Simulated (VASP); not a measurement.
VASP input:

### KPOINTS
```
Automatic mesh
0
Gamma
7 7 7
0 0 0
```

POSCAR:
```
Al3Sc
1
    4.0638445183    -0.0000000000     0.0000000000
    0.0000000000     4.0638445183    -0.0000000000
   -0.0000000000    -0.0000000000     4.0638445183
Sc Al
1 3
Direct
  0.0000000000   0.0000000000   0.0000000000
  0.0000000000   0.5000000000   0.5000000000
  0.5000000000   0.0000000000   0.5000000000
  0.5000000000   0.5000000000   0.0000000000
```

**INCAR**
```
SYSTEM=Al3Sc
PREC=Accurate; ENCUT=520; LREAL=.False.
LASPH=.True.
EDIFF=1E-6; NELM=100; ALGO=Normal
LMAXMIX=4; LMIXTAU=.True.
ISMEAR=1; SIGMA=0.1
METAGGA=R2SCAN; LUSE_VDW=.True.; BPARAM=11.95
CPARAM=0.0093
IBRION=2; NSW=60; ISIF=3
EDIFFG=-0.02
LWAVE=.False.; LCHARG=.False.
```

POTCAR, in this order: Sc_sv Al (PBE.64 set). Program: vasp_std.

Problem. Write an equivalent input for Ansatz.

Solution. One equivalent input (not run):
Ansatz 0.2 input:
```yaml
crystal:
  lattice:
    - [4.0638445, 0.0000000, 0.0000000]
    - [0.0000000, 4.0638445, 0.0000000]
    - [0.0000000, 0.0000000, 4.0638445]
  atoms:
    - { symbol: Sc, position: [0.0000000, 0.0000000, 0.0000000] }
    - { symbol: Al, position: [0.0000000, 0.5000000, 0.5000000] }
    - { symbol: Al, position: [0.5000000, 0.0000000, 0.5000000] }
    - { symbol: Al, position: [0.5000000, 0.5000000, 0.0000000] }
kpoints:
  mp_grid: { grid: [7, 7, 7] }
hamiltonian:
  xc: r2scan
  dispersion: rvv10
  pseudopotentials: { kind: paw }
scf:
  occupations: { method: methfessel_paxton, width: 0.1 }
  max_iter: 100
relax:
  max_steps: 60
  f_tol: 0.02
  cell: {}
output: { forces: true, stress: true, eigenvalues: true }
```
The two are equivalent in intent, not identical: each code has its own PAW files, so the cut-off isn't converted (ENCUT is set for VASP's; basis.ecutwfc is left out, and Ansatz then takes the one that its files recommend); Ansatz stops its SCF on the density residual and VASP on the energy change (EDIFF).

The compound is Al3Sc in the L1_2 structure. This run relaxes it. Symmetry was kept, so distortions that lower it aren't found. The start is the result of an earlier pass.
